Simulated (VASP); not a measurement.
Here is a VASP 6.6.1 calculation.

The input INCAR:

```
SYSTEM = MgCl8
ALGO = Fast ; EDIFF = 1E-7
ENCUT = 520 ; GGA = PE
ISIF = 2 ; ISMEAR = 0
LASPH = .TRUE. ; LCHARG = .FALSE.
LREAL = .FALSE. ; LWAVE = .FALSE.
NBANDS = 39 ; NELM = 100
PREC = Accurate ; SIGMA = 0.1
```

KPOINTS

```
k-points
0
G
  3 3 6
  0 0 0
```

File POSCAR:

```
MgCl8
1.0
    8.8578553102      0.0000000000      0.0000000000
   -4.4289276551      7.6711277217      0.0000000000
    0.0000000000      0.0000000000      3.5038863259
Mg Cl
1 8
Direct
    0.0000000000      0.0000000000      0.0000000000
    0.8315915279      0.1684084721      0.5000000000
    0.8315915279      0.6631830559      0.5000000000
    0.3368169441      0.1684084721      0.5000000000
    0.1684084721      0.8315915279      0.5000000000
    0.1684084721      0.3368169441      0.5000000000
    0.6631830559      0.8315915279      0.5000000000
    0.3333333333      0.6666666667      0.0000000000
    0.6666666667      0.3333333333      0.0000000000
```

Potentials or basis: VASP PAW PBE potentials, release 64 (Mg, Cl).

Run with:

```sh
$ cat potpaw_PBE.64/Mg/POTCAR potpaw_PBE.64/Cl/POTCAR > POTCAR
$ mpirun -np 1 vasp_std > vasp.out
```

Question: Predict the band gap on the k mesh.

Answer: None (metal or under the smearing width).

Question: Estimate the pressure.

Answer: -0.3 GPa.

Question: Estimate the largest force.

Answer: 0.043 eV/Å.

Forces in eV/Å, atoms in the order of the input:
```
Mg   0.000  0.000  0.000
Cl   0.037 -0.021  0.000
Cl   0.000  0.043  0.000
Cl  -0.037 -0.021  0.000
Cl  -0.037  0.021  0.000
Cl   0.000 -0.043  0.000
Cl   0.037  0.021  0.000
Cl   0.000  0.000  0.000
Cl   0.000  0.000  0.000
```
